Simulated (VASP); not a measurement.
# RhSe2 (Fm-3m) in VASP: further runs

The runs below take RhSe2 through single point, with LDA+U.

Program: VASP 6.6.1. These are calculated values, not measurements. Logs are shortened: lines on timing, memory, paths and dates and some standing lists are left out, and cuts for length are marked.

## (1) The crystal as given

It takes space group Fm-3m (No. 225, cubic). Conventional cell: a = 6.184 Å, b = 6.184 Å, c = 6.184 Å, α = 90.00°, β = 90.00°, γ = 90.00°. Around Rh (site symmetry m-3m) lie 8 Se at 2.68 Å. Se (site symmetry -43m) is surrounded by 4 Rh at 2.68 Å.

The cell comes from a database or a generator and needn't be the stable form of this composition.

## (2) Single point, LDA+U, collinear spin, typed start

Contents of INCAR:

```
SYSTEM = RhSe2
ALGO = Fast
EDIFF = 1E-6
ENCUT = 520
GGA = CA
ISIF = 2
ISMEAR = 0
ISPIN = 2
LASPH = .True.
LCHARG = .False.
LDAU = .True.
LDAUJ = 0 0
LDAUL = 2 -1
LDAUPRINT = 1
LDAUTYPE = 2
LDAUU = 3 0
LMAXMIX = 4
LORBIT = 11
LREAL = .False.
LWAVE = .False.
MAGMOM = 5 0 0
NBANDS = 24
NELM = 150
PREC = Accurate
SIGMA = 0.05
```

Contents of KPOINTS:

```
k-points
0
Gamma
  5 5 5
  0 0 0
```

Contents of POSCAR:

```
RhSe2
1.0
    0.0000000000      3.0918218600      3.0918218600
    3.0918218600      0.0000000000      3.0918218600
    3.0918218600      3.0918218600      0.0000000000
Rh Se
1 2
Direct
    0.0000000000      0.0000000000      0.0000000000
    0.2500000000      0.2500000000      0.2500000000
    0.7500000000      0.7500000000      0.7500000000
```

Potentials or basis: VASP PAW LDA potentials, release 64 (Rh_pv, Se).

The run is started by

```bash
$ cat potpaw_LDA.64/Rh_pv/POTCAR potpaw_LDA.64/Se/POTCAR > POTCAR
$ mpirun -np 1 vasp_std > vasp.out
```

OUTCAR:

```text
SYSTEM = RhSe2
   EDIFF = 1E-6
   ENCUT = 520
   GGA = CA
   ISIF = 2
   ISMEAR = 0
   ISPIN = 2
   LASPH = .True.
   LORBIT = 11
   LREAL = .False.
   NELM = 150
   PREC = Accurate

 ion  position               nearest neighbor table
   1  0.000  0.000  0.000-   2 2.68   3 2.68   3 2.68   3 2.68   3 2.68   2 2.68   2 2.68   2 2.68

   2  0.250  0.250  0.250-   1 2.68   1 2.68   1 2.68   1 2.68
   3  0.750  0.750  0.750-   1 2.68   1 2.68   1 2.68   1 2.68

  LATTYP: Found a face centered cubic cell.
 ALAT       =     6.1836437200

  Lattice vectors:

 A1 = (   0.0000000000,   3.0918218600,   3.0918218600)
 A2 = (   3.0918218600,   0.0000000000,   3.0918218600)
 A3 = (   3.0918218600,   3.0918218600,   0.0000000000)

Analysis of symmetry for initial positions (statically):
=====================================================================
 Subroutine PRICEL returns:
 Original cell was already a primitive cell.

 Routine SETGRP: Setting up the symmetry group for a
 face centered cubic supercell.

 Subroutine GETGRP returns: Found 48 space group operations
 (whereof 48 operations were pure point group operations)
 out of a pool of 48 trial point group operations.

The static configuration has the point symmetry O_h .

Analysis of symmetry for dynamics (positions and initial velocities):
=====================================================================
 Subroutine PRICEL returns:
 Original cell was already a primitive cell.

 Routine SETGRP: Setting up the symmetry group for a
 face centered cubic supercell.

 Subroutine GETGRP returns: Found 48 space group operations
 (whereof 48 operations were pure point group operations)
 out of a pool of 48 trial point group operations.

The dynamic configuration has the point symmetry O_h .

Analysis of structural, dynamic, and magnetic symmetry:
=====================================================================
 Subroutine PRICEL returns:
 Original cell was already a primitive cell.

 Routine SETGRP: Setting up the symmetry group for a
 face centered cubic supercell.

 Subroutine GETGRP returns: Found 48 space group operations
 (whereof 48 operations were pure point group operations)
 out of a pool of 48 trial point group operations.

The overall configuration has the point symmetry O_h .

 Subroutine INISYM returns: Found 48 space group operations
[... 159 lines left out ...]
  o =  0.8514  v =  0.0000  0.0000  0.3086 -0.0000 -0.9512  0.0000  0.0000  0.0000  0.0000  0.0000      0.0000  0.0000  0.0000  0.0000  0.0000  0.0000  0.0000  0.0000  0.0000  0.0000
  o =  0.8524  v =  0.0000  0.0000  0.0000  0.0000  0.0000  0.0000 -0.0000 -0.8071  0.0000 -0.5904      0.0000  0.0000  0.0000  0.0000  0.0000  0.0000  0.0000  0.0000  0.0000  0.0000
  o =  0.8524  v =  0.0000  0.0000  0.0000  0.0000  0.0000  0.0000 -0.0000 -0.5904 -0.0000  0.8071      0.0000  0.0000  0.0000  0.0000  0.0000  0.0000  0.0000  0.0000  0.0000  0.0000

 number of electron      27.0000000 magnetization      -0.0437612

 Free energy of the ion-electron system (eV)
  ---------------------------------------------------
  ext. energy  EPLUGINS =         0.00000000
  ---------------------------------------------------
  free energy    TOTEN  =       -14.80746426 eV

  energy without entropy =      -14.80364080  energy(sigma->0) =      -14.80555253

 E-fermi :   6.4130     XC(G=0): -11.0786

 val. band max:        6.3985508346   @ k =  -0.4000   0.4000   0.2000
 cond. band min:       6.5764436650   @ k =   0.2000   0.0000   0.0000
 fundamental gap:      0.1778928304
 Fermi energy:         6.4129773688

 spin component 1

 k-point     1 :       0.0000    0.0000    0.0000
  band No.  band energies     occupation
      1     -39.3151      1.00000
      2     -39.3151      1.00000
      3     -39.3151      1.00000
      4      -9.1278      1.00000
      5      -5.1518      1.00000
      6       0.6065      1.00000
[... 259 lines left out ...]
     23      18.3713      0.00000
     24      19.1233      0.00000
 Fermi energy:         6.4129773688

 spin component 2

 k-point     1 :       0.0000    0.0000    0.0000
  band No.  band energies     occupation
      1     -39.3383      1.00000
      2     -39.3383      1.00000
      3     -39.3383      1.00000
      4      -9.1315      1.00000
      5      -5.1553      1.00000
      6       0.5864      1.00000
[... 259 lines left out ...]
     23      18.3661      0.00000
     24      19.1161      0.00000

------------------------ aborting loop because EDIFF is reached ----------------------------------------

  FORCE on cell =-STRESS in cart. coord.  units (eV):
  Direction    XX          YY          ZZ          XY          YZ          ZX
  --------------------------------------------------------------------------------------
  -------------------------------------------------------------------------------------
  Total       -3.8867842     -3.8867842     -3.8867842      0.0000000     -0.0000000     -0.0000000
  in kB     -105.3483238   -105.3483238   -105.3483238      0.0000000     -0.0000000     -0.0000000
  external PRESSURE =    -105.3483238 kB  Pullay stress =       0.0000000 kB

 VOLUME and BASIS-vectors are now :
 -----------------------------------------------------------------------------
  energy-cutoff  :      520.00
  volume of cell :       59.11
      direct lattice vectors                 reciprocal lattice vectors
     0.000000000  3.091821860  3.091821860    -0.161716950  0.161716950  0.161716950
     3.091821860  0.000000000  3.091821860     0.161716950 -0.161716950  0.161716950
     3.091821860  3.091821860  0.000000000     0.161716950  0.161716950 -0.161716950

 POSITION                                       TOTAL-FORCE (eV/Angst)
 -----------------------------------------------------------------------------------
      0.00000      0.00000      0.00000         0.000000      0.000000     -0.000000
      1.54591      1.54591      1.54591         0.000000      0.000000      0.000000
      4.63773      4.63773      4.63773        -0.000000     -0.000000     -0.000000
 -----------------------------------------------------------------------------------
    total drift:                               -0.000000      0.000000      0.000000

  FREE ENERGIE OF THE ION-ELECTRON SYSTEM (eV)
  ---------------------------------------------------
  free  energy   TOTEN  =       -14.8074642555 eV

  energy  without entropy=      -14.8036408043  energy(sigma->0) =      -14.80555253

 total charge

# of ion       s       p       d       tot
------------------------------------------
    1        0.276   6.213   7.293  13.783
    2        1.533   2.099   0.061   3.693
    3        1.533   2.099   0.061   3.693
--------------------------------------------------
tot          3.343  10.410   7.415  21.168

 magnetization (x)

# of ion       s       p       d       tot
------------------------------------------
    1       -0.000  -0.000  -0.032  -0.033
    2       -0.001  -0.002  -0.000  -0.003
    3       -0.001  -0.002  -0.000  -0.003
--------------------------------------------------
tot         -0.002  -0.004  -0.033  -0.039
```

OSZICAR:

```text
N       E                     dE             d eps       ncg     rms          rms(c)
DAV:   1     0.199907385366E+03    0.19991E+03   -0.14385E+04  1024   0.106E+03
DAV:   2    -0.466031734133E+01   -0.20457E+03   -0.19621E+03  1128   0.285E+02
DAV:   3    -0.123525199267E+02   -0.76922E+01   -0.76377E+01  1152   0.544E+01
DAV:   4    -0.124192907391E+02   -0.66771E-01   -0.66762E-01  1112   0.538E+00
DAV:   5    -0.124203311255E+02   -0.10404E-02   -0.10404E-02  1232   0.662E-01    0.197E+01
RMM:   6    -0.149176933862E+02   -0.24974E+01   -0.19552E+00   997   0.705E+00    0.795E+00
RMM:   7    -0.147496026264E+02    0.16809E+00   -0.88069E-01   988   0.560E+00    0.435E+00
RMM:   8    -0.148014682304E+02   -0.51866E-01   -0.12570E-01  1008   0.223E+00    0.211E+00
RMM:   9    -0.148072205524E+02   -0.57523E-02   -0.22538E-02  1060   0.891E-01    0.962E-01
RMM:  10    -0.148072155080E+02    0.50444E-05   -0.54264E-03  1086   0.492E-01    0.211E-01
RMM:  11    -0.148073924684E+02   -0.17696E-03   -0.80211E-04  1099   0.198E-01    0.988E-02
RMM:  12    -0.148074463855E+02   -0.53917E-04   -0.15883E-04  1134   0.889E-02    0.378E-02
RMM:  13    -0.148074615553E+02   -0.15170E-04   -0.20344E-05  1137   0.324E-02    0.166E-02
RMM:  14    -0.148074637943E+02   -0.22389E-05   -0.34689E-06   927   0.144E-02    0.680E-03
RMM:  15    -0.148074642555E+02   -0.46121E-06   -0.10256E-06   713   0.725E-03
   1 F= -.14807464E+02 E0= -.14805553E+02  d E =-.382345E-02  mag=    -0.0432
```

Run time: 33 s. Hardware: 1 thread of Intel Xeon Platinum 8259CL at 2.50GHz (Skylake/Cascade Lake), shared host; peak memory 0.2 GiB.

Results:

| Item | Value |
| --- | --- |
| Free energy | -14.8075 eV |
| Pressure | -10.5 GPa |
| Band gap on the k mesh | none (metal or under the smearing width) |
| Net moment | -0.04 μB per cell |
| Site moments | Rh -0.03; Se -0.00 μB |
| Valence electrons inside the program's atomic spheres | Rh 13.78; Se 3.69 |

Eigenvalues of the final occupation matrices:
| site | spin | trace | eigenvalues |
| --- | --- | --- | --- |
| site 1 d | 1 | 3.66 | 0.65 0.65 0.65 0.85 0.85 |
| site 1 d | 2 | 3.69 | 0.66 0.66 0.66 0.85 0.85 |

## (3) Single point, LDA+U, collinear spin, twin_end start

Contents of INCAR:

```
PREC = Accurate ; ENCUT = 520
EDIFF = 1E-7 ; ISMEAR = 0
SIGMA = 0.05 ; LREAL = F
LASPH = T ; NELM = 150
ALGO = Fast ; ISIF = 2
LWAVE = F ; LCHARG = T
ISPIN = 2 ; MAGMOM = 1.84 0.77 0.77
LORBIT = 11 ; NUPDOWN = 3.75
LMAXMIX = 4 ; LDAU = T
LDAUTYPE = 2 ; LDAUL = 2 -1
LDAUU = 3 0 ; LDAUJ = 0 0
LDAUPRINT = 1 ; GGA = CA
LELF = T ; LVHAR = T
NBANDS = 24
```

Contents of KPOINTS:

```
regular mesh
0
Gamma
  5 5 5
```

POSCAR is that of step 2.

Potentials or basis: VASP PAW LDA potentials, release 64 (Rh_pv, Se).

The run is started by

```bash
$ cat potpaw_LDA.64/Rh_pv/POTCAR potpaw_LDA.64/Se/POTCAR > POTCAR
$ mpirun -np 1 vasp_std > vasp.out
```

OUTCAR:

```text
PREC = Accurate
   ENCUT = 520
   EDIFF = 1E-7
   ISMEAR = 0
   LREAL = F
   LASPH = T
   NELM = 150
   ISIF = 2
   ISPIN = 2
   LORBIT = 11
   NUPDOWN = 3.75
   GGA = CA

 ion  position               nearest neighbor table
   1  0.000  0.000  0.000-   2 2.68   3 2.68   3 2.68   3 2.68   3 2.68   2 2.68   2 2.68   2 2.68

   2  0.250  0.250  0.250-   1 2.68   1 2.68   1 2.68   1 2.68
   3  0.750  0.750  0.750-   1 2.68   1 2.68   1 2.68   1 2.68

  LATTYP: Found a face centered cubic cell.
 ALAT       =     6.1836437200

  Lattice vectors:

 A1 = (   0.0000000000,   3.0918218600,   3.0918218600)
 A2 = (   3.0918218600,   0.0000000000,   3.0918218600)
 A3 = (   3.0918218600,   3.0918218600,   0.0000000000)

Analysis of symmetry for initial positions (statically):
=====================================================================
 Subroutine PRICEL returns:
 Original cell was already a primitive cell.

 Routine SETGRP: Setting up the symmetry group for a
 face centered cubic supercell.

 Subroutine GETGRP returns: Found 48 space group operations
 (whereof 48 operations were pure point group operations)
 out of a pool of 48 trial point group operations.

The static configuration has the point symmetry O_h .

Analysis of symmetry for dynamics (positions and initial velocities):
=====================================================================
 Subroutine PRICEL returns:
 Original cell was already a primitive cell.

 Routine SETGRP: Setting up the symmetry group for a
 face centered cubic supercell.

 Subroutine GETGRP returns: Found 48 space group operations
 (whereof 48 operations were pure point group operations)
 out of a pool of 48 trial point group operations.

The dynamic configuration has the point symmetry O_h .

Analysis of structural, dynamic, and magnetic symmetry:
=====================================================================
 Subroutine PRICEL returns:
 Original cell was already a primitive cell.

 Routine SETGRP: Setting up the symmetry group for a
[... 177 lines left out ...]
  free energy    TOTEN  =       -11.96387676 eV

  energy without entropy =      -11.95684953  energy(sigma->0) =      -11.96036315

 E-fermi :   4.7370     XC(G=0): -11.0631

 val. band max:        7.1949638446   @ k =  -0.2000   0.2000   0.0000
 cond. band min:       4.7474635065   @ k =   0.2000   0.0000   0.0000
 fundamental gap:     -2.4475003381
 Fermi energy:         7.1975583161

 spin component 1

 k-point     1 :       0.0000    0.0000    0.0000
  band No.  band energies     occupation
      1     -40.5600      1.00000
      2     -40.5600      1.00000
      3     -40.5600      1.00000
      4      -9.2426      1.00000
      5      -5.2051      1.00000
      6      -0.2437      1.00000
[... 259 lines left out ...]
     23      18.1505      0.00000
     24      18.8612      0.00000
 Fermi energy:         4.7369892236

 spin component 2

 k-point     1 :       0.0000    0.0000    0.0000
  band No.  band energies     occupation
      1     -39.2558      1.00000
      2     -39.2558      1.00000
      3     -39.2558      1.00000
      4      -8.6161      1.00000
      5      -4.5136      1.00000
      6       1.1621      1.00000
[... 259 lines left out ...]
     23      18.7230      0.00000
     24      19.5143      0.00000

------------------------ aborting loop because EDIFF is reached ----------------------------------------

  FORCE on cell =-STRESS in cart. coord.  units (eV):
  Direction    XX          YY          ZZ          XY          YZ          ZX
  --------------------------------------------------------------------------------------
  -------------------------------------------------------------------------------------
  Total        0.9751457      0.9751457      0.9751457      0.0000000      0.0000000     -0.0000000
  in kB       26.4305805     26.4305805     26.4305805      0.0000000      0.0000000     -0.0000000
  external PRESSURE =      26.4305805 kB  Pullay stress =       0.0000000 kB

 VOLUME and BASIS-vectors are now :
 -----------------------------------------------------------------------------
  energy-cutoff  :      520.00
  volume of cell :       59.11
      direct lattice vectors                 reciprocal lattice vectors
     0.000000000  3.091821860  3.091821860    -0.161716950  0.161716950  0.161716950
     3.091821860  0.000000000  3.091821860     0.161716950 -0.161716950  0.161716950
     3.091821860  3.091821860  0.000000000     0.161716950  0.161716950 -0.161716950

 POSITION                                       TOTAL-FORCE (eV/Angst)
 -----------------------------------------------------------------------------------
      0.00000      0.00000      0.00000         0.000000     -0.000000      0.000000
      1.54591      1.54591      1.54591         0.000000      0.000000      0.000000
      4.63773      4.63773      4.63773        -0.000000     -0.000000     -0.000000
 -----------------------------------------------------------------------------------
    total drift:                               -0.000000      0.000000      0.000000

  FREE ENERGIE OF THE ION-ELECTRON SYSTEM (eV)
  ---------------------------------------------------
  free  energy   TOTEN  =       -11.9638767621 eV

  energy  without entropy=      -11.9568495336  energy(sigma->0) =      -11.96036315

 total charge

# of ion       s       p       d       tot
------------------------------------------
    1        0.288   6.199   7.178  13.665
    2        1.500   2.200   0.059   3.758
    3        1.500   2.200   0.059   3.758
--------------------------------------------------
tot          3.288  10.599   7.295  21.182

 magnetization (x)

# of ion       s       p       d       tot
------------------------------------------
    1        0.008   0.041   1.816   1.866
    2        0.052   0.557   0.010   0.619
    3        0.052   0.557   0.010   0.619
--------------------------------------------------
tot          0.113   1.155   1.837   3.104
```

Wall time 42 s (1 thread of Intel Xeon Platinum 8259CL at 2.50GHz (Skylake/Cascade Lake), shared host); peak memory 0.19 GiB.

Results:

```
Free energy                                           : -11.9639 eV
Pressure                                              : 2.6 GPa
Net moment                                            : 3.75 μB per cell
Site moments                                          : Rh +1.87; Se +0.62 μB
Valence electrons inside the program's atomic spheres : Rh 13.66; Se 3.76
```

Eigenvalues of the final occupation matrices:
| site | spin | trace | eigenvalues |
| --- | --- | --- | --- |
| site 1 d | 1 | 4.52 | 0.89 0.89 0.91 0.91 0.91 |
| site 1 d | 2 | 2.70 | 0.43 0.43 0.43 0.71 0.71 |

Caveat: the total moment is fixed, so each spin has its own Fermi level. The state reached can hang on the start; a lower one may exist.
